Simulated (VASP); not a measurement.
VASP input:

File KPOINTS:
```
K-points
0
Gamma
  3 3 3
0 0 0
```

**POSCAR**
```
BaTe
1
    0.0000000000     3.4694130000     3.4694130000
    3.4694130000     0.0000000000     3.4694130000
    3.4694130000     3.4694130000     0.0000000000
Ba Te
1 1
Direct
  0.0000000000   0.0000000000   0.0000000000
  0.5000000000   0.5000000000   0.5000000000
```

INCAR:
```
# general
SYSTEM   = BaTe
PREC     = Accurate
ENCUT    = 300
LREAL    = F
LASPH    = T
ISYM     = 3

# electronic loop
EDIFF    = 1E-6
NELM     = 100
ALGO     = Normal
LMAXMIX  = 4

# smearing
ISMEAR   = 0
SIGMA    = 0.01

# functional
GGA      = PE
LHFCALC  = T
AEXX     = 0.25
HFSCREEN = 0.2
PRECFOCK = Fast

# ions
ISIF     = 2

# output
LWAVE    = F
LCHARG   = F
```

POTCAR, in this order: Ba_sv Te (PBE.64 set). Program: vasp_std.

Problem. Write an equivalent input for Quantum ESPRESSO's pw.x.

Solution. One equivalent input (not run):
```
&CONTROL
  calculation = 'scf'
  pseudo_dir = './pseudo'
  outdir = './out'
  tprnfor = .true.
  tstress = .false.
/
&SYSTEM
  ibrav = 0
  nat = 2
  ntyp = 2
  ecutwfc = 82.3
  occupations = 'smearing'
  smearing = 'gaussian'
  degauss = 0.000735
  input_dft = 'hse'
  nqx1 = 3
  nqx2 = 3
  nqx3 = 3
  screening_parameter = 0.1058
/
&ELECTRONS
  conv_thr = 7.3e-08
  electron_maxstep = 100
/
ATOMIC_SPECIES
  Ba 137.327 Ba.upf
  Te 127.600 Te.upf
CELL_PARAMETERS angstrom
     0.0000000    3.4694130    3.4694130
     3.4694130    0.0000000    3.4694130
     3.4694130    3.4694130    0.0000000
ATOMIC_POSITIONS crystal
  Ba   0.0000000  0.0000000  0.0000000
  Te   0.5000000  0.5000000  0.5000000
K_POINTS automatic
  3 3 3 0 0 0
```
The two are equivalent in intent, not identical: the potentials are each code's own (VASP's PAW set, PseudoDojo norm-conserving files in pw.x), so ENCUT and ecutwfc are chosen apart and not converted; conv_thr bounds pw.x's estimated SCF error, while EDIFF bounds the energy change between steps.

The structure comes from a computed database's BaTe entry; how it stands against other phases isn't given here. The cell was not relaxed at this level. The k-mesh is coarse (spacing up to 0.52 per Å, 2π included), so the numbers may not be converged in it. The run is one of a series of settings (KPOINTS 3×3×3 Γ-centred mesh against the base run), some of them coarse on purpose.
